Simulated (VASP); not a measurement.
# CeBS2 (R-3m) in VASP: further runs, part 2 of 3

VASP 6.6.1. The steps go on from the part before.

## (4) Single point, LDA

INCAR

```
  PREC = Accurate
  ENCUT = 520
  EDIFF = 1E-7
  ISMEAR = -5
  SIGMA = 0.1
  LREAL = F
  LASPH = T
  NELM = 100
  ALGO = Fast
  ISIF = 2
  LWAVE = F
  LCHARG = F
  NBANDS = 22
```

KPOINTS

```
regular mesh
0
Gamma
  6 6 6
```

POSCAR

```
CeBS2
1.0
    3.8209214700      0.0000000000      0.0000000000
   -1.9104602300      3.3090167600      0.0000000000
    0.0000000000     -2.2060074500      6.4976678700
Ce B S
1 1 2
Direct
    0.5000000000      0.0000000000      0.5000000000
    0.0000000000      0.0000000000      0.0000000000
    0.2414600000      0.4829200000      0.7243800000
    0.7585400000      0.5170800000      0.2756200000
```

Potentials or basis: VASP PAW LDA potentials, release 64 (Ce, B, S).

On the command line:

```console
$ cat potpaw_LDA.64/Ce/POTCAR potpaw_LDA.64/B/POTCAR potpaw_LDA.64/S/POTCAR > POTCAR
$ mpirun -np 1 vasp_std > vasp.out
```

OUTCAR:

```text
PREC = Accurate
   ENCUT = 520
   EDIFF = 1E-7
   ISMEAR = -5
   LREAL = F
   LASPH = T
   NELM = 100
   ISIF = 2

 ion  position               nearest neighbor table
   1  0.500  0.000  0.500-   4 2.64   3 2.64   4 2.64   3 2.64   3 2.64   4 2.64
   2  0.000  0.000  0.000-
   3  0.241  0.483  0.724-   1 2.64   1 2.64   1 2.64
   4  0.759  0.517  0.276-   1 2.64   1 2.64   1 2.64

  LATTYP: Found a trigonal (rhomboedric) cell.
 ALAT       =     6.8619353406
 COS(alpha) =     0.8449708834

  Lattice vectors:

 A1 = (   0.0000000000,  -2.2060074500,   6.4976678700)
 A2 = (   1.9104612400,   1.1030093100,   6.4976678700)
 A3 = (  -1.9104602300,   1.1030093100,   6.4976678700)

Analysis of symmetry for initial positions (statically):
=====================================================================
 Subroutine PRICEL returns:
 Original cell was already a primitive cell.

 Routine SETGRP: Setting up the symmetry group for a
 trigonal (rhombohedral) supercell.

 Subroutine GETGRP returns: Found 12 space group operations
 (whereof 12 operations were pure point group operations)
 out of a pool of 12 trial point group operations.

The static configuration has the point symmetry D_3d.

Analysis of symmetry for dynamics (positions and initial velocities):
=====================================================================
 Subroutine PRICEL returns:
 Original cell was already a primitive cell.

 Routine SETGRP: Setting up the symmetry group for a
 trigonal (rhombohedral) supercell.

 Subroutine GETGRP returns: Found 12 space group operations
 (whereof 12 operations were pure point group operations)
 out of a pool of 12 trial point group operations.

The dynamic configuration has the point symmetry D_3d.

 Subroutine INISYM returns: Found 12 space group operations
 (whereof 12 operations are pure point group operations),
 and found     1 'primitive' translations
[... 119 lines left out ...]
   IMIX   =      4    mixing-type and parameters
     AMIX     =   0.40;   BMIX     =  1.00
     AMIX_MAG =   1.60;   BMIX_MAG =  1.00
  volume/ion in A,a.u.               =      20.54       138.60
  Fermi-wavevector in a.u.,A,eV,Ry     =   1.129764  2.134945 17.366036  1.276368
  Thomas-Fermi vector in A             =   2.266459
   LORBIT       =      0    0 simple, 1 ext, 2 COOP (PROOUT), +10 PAW based schemes
   GGA     = CA    functional components
   LHFCALC =     F    Hartree Fock is set to
   AEXX    =    0.0000 exact exchange contribution
   IVDW    =     0    specifies the selected vdW correction
   LEPSILON=     F    determine dielectric tensor
   LRPA    =     F    only Hartree local field effects (RPA)
 non-spin polarized calculation
 RMM-DIIS sequential band-by-band and
 Fermi weights with tetrahedron method with Bloechl corrections
  energy-cutoff  :      520.00
  volume of cell :       82.15
 maximum number of plane-waves:      2231
   NGX = 15   NGY = 15   NGZ = 25

 number of electron      27.0000000 magnetization

 Free energy of the ion-electron system (eV)
  ---------------------------------------------------
  ext. energy  EPLUGINS =         0.00000000
  ---------------------------------------------------
  free energy    TOTEN  =       -23.65817905 eV

  energy without entropy =      -23.65817905  energy(sigma->0) =      -23.65817905

 E-fermi :   6.0360     XC(G=0): -10.2361

 val. band max:        6.0418184987   @ k =   0.1667   0.0000   0.3333
 cond. band min:       6.0185375238   @ k =   0.1667   0.1667   0.0000
 fundamental gap:     -0.0232809749
 Fermi energy:         6.0360068215

 k-point     1 :       0.0000    0.0000    0.0000
  band No.  band energies     occupation
      1     -28.4379      2.00000
      2     -12.1851      2.00000
      3     -11.0852      2.00000
      4     -11.0852      2.00000
      5      -7.7305      2.00000
      6      -5.8327      2.00000
[... 589 lines left out ...]
     21       7.3094      0.00000
     22       7.7720      0.00000

 [... further k-points ...]

------------------------ aborting loop because EDIFF is reached ----------------------------------------

  FORCE on cell =-STRESS in cart. coord.  units (eV):
  Direction    XX          YY          ZZ          XY          YZ          ZX
  --------------------------------------------------------------------------------------
  -------------------------------------------------------------------------------------
  Total        3.4658262      3.4658298      0.2052431      0.0000005      0.0000001      0.0000000
  in kB       67.5916081     67.5916776      4.0027144      0.0000103      0.0000023      0.0000002
  external PRESSURE =      46.3953334 kB  Pullay stress =       0.0000000 kB

 VOLUME and BASIS-vectors are now :
 -----------------------------------------------------------------------------
  energy-cutoff  :      520.00
  volume of cell :       82.15
      direct lattice vectors                 reciprocal lattice vectors
     3.820921470  0.000000000  0.000000000     0.261716973  0.151102247  0.051300357
    -1.910460230  3.309016760  0.000000000     0.000000000  0.302204574  0.102600741
     0.000000000 -2.206007450  6.497667870     0.000000000  0.000000000  0.153901372

 POSITION                                       TOTAL-FORCE (eV/Angst)
 -----------------------------------------------------------------------------------
      1.91046     -1.10300      3.24883         0.000000      0.000000      0.000000
      0.00000      0.00000      0.00000        -0.000000      0.000000      0.000000
      0.00000      0.00000      4.70678         0.000000      0.000001      1.572779
      1.91046      1.10301      1.79089        -0.000000     -0.000001     -1.572779
 -----------------------------------------------------------------------------------
    total drift:                               -0.000000     -0.000000      0.000000

  FREE ENERGIE OF THE ION-ELECTRON SYSTEM (eV)
  ---------------------------------------------------
  free  energy   TOTEN  =       -23.6581790546 eV

  energy  without entropy=      -23.6581790546  energy(sigma->0) =      -23.65817905
```

OSZICAR:

```text
N       E                     dE             d eps       ncg     rms          rms(c)
DAV:   1     0.199539191629E+03    0.19954E+03   -0.11486E+04  1408   0.123E+03
DAV:   2     0.816254088849E+01   -0.19138E+03   -0.16820E+03  1792   0.242E+02
DAV:   3    -0.240710637708E+02   -0.32234E+02   -0.30864E+02  1754   0.104E+02
[... 41 lines left out ...]
RMM:  45    -0.236581785588E+02   -0.17750E-06   -0.17384E-06  1082   0.313E-03    0.524E-03
RMM:  46    -0.236581787033E+02   -0.14448E-06   -0.14103E-06  1051   0.286E-03    0.583E-03
RMM:  47    -0.236581788393E+02   -0.13604E-06   -0.13193E-06  1008   0.263E-03    0.578E-03
RMM:  48    -0.236581789548E+02   -0.11544E-06   -0.11602E-06   984   0.242E-03    0.618E-03
RMM:  49    -0.236581790546E+02   -0.99814E-07   -0.98776E-07   953   0.218E-03
   1 F= -.23658179E+02 E0= -.23658179E+02  d E =0.000000E+00
```

stdout:

```text
POSCAR found type information on POSCAR CeB S
 POSCAR found :  3 types and       4 ions
 scaLAPACK will be used
 LDA part: xc-table for (Slater(with rela. corr.)+CA(PZ))
 , standard interpolation
[... 45 lines left out ...]
|           W    W  A    A  R    R  N    N  II  N    N   GGGG   !!!           |
|                                                                             |
|     Tetrahedron method does not include variations of the Fermi             |
|     occupations, so forces and stress will be inaccurate. We suggest        |
|     using a different smearing scheme ISMEAR = 1 or 2 for metals in         |
|     relaxations.                                                            |
|                                                                             |
 -----------------------------------------------------------------------------
```

Run time: 93 s. Hardware: 1 thread of Intel Xeon 6975P-C (Granite Rapids), shared host; peak memory 0.23 GiB.

Results:

| Quantity | Value |
| --- | --- |
| Free energy | -23.6582 eV |
| Pressure | 4.6 GPa |
| Largest force | 1.573 eV/Å |
| Band gap on the k mesh | none (metal or under the smearing width) |

Forces on the atoms (eV/Å):
```
Ce   0.000  0.000  0.000
B    0.000  0.000  0.000
S    0.000  0.000  1.573
S    0.000  0.000 -1.573
```

Levels at points of the mesh, in eV from the Fermi level:
```
           k point  band 9  band 10  band 11  band 12  band 13  band 14  band 15  band 16  band 17  band 18
(0.00, 0.00, 0.00)   -4.19    -3.33    -2.61    -2.61    -2.52     0.16     0.35     0.35     0.66     0.85
(0.50, 0.00, 0.00)   -4.88    -4.24    -2.63    -2.47    -1.43     0.21     0.22     0.39     0.44     0.47
(0.00, 0.50, 0.00)   -3.96    -3.71    -3.52    -3.06    -2.97     0.06     0.18     0.27     0.30     0.38
(0.00, 0.00, 0.50)   -4.19    -4.19    -2.55    -2.55    -1.16     0.14     0.38     0.38     0.66     1.15
```

Caveat: the run has no spin polarisation, though such a crystal can be magnetic; without U or exact exchange the open f shell lies at the Fermi level, which spoils levels, moments and volumes; forces of over 1 eV/Å show positions far from the minimum, so gaps and moduli don't describe the material at rest; tetrahedron occupations give inexact forces and stress in metals. Spin polarisation is off, so any magnetic state and its effect on volume and gap are missing.

[end of part 2 of 3]
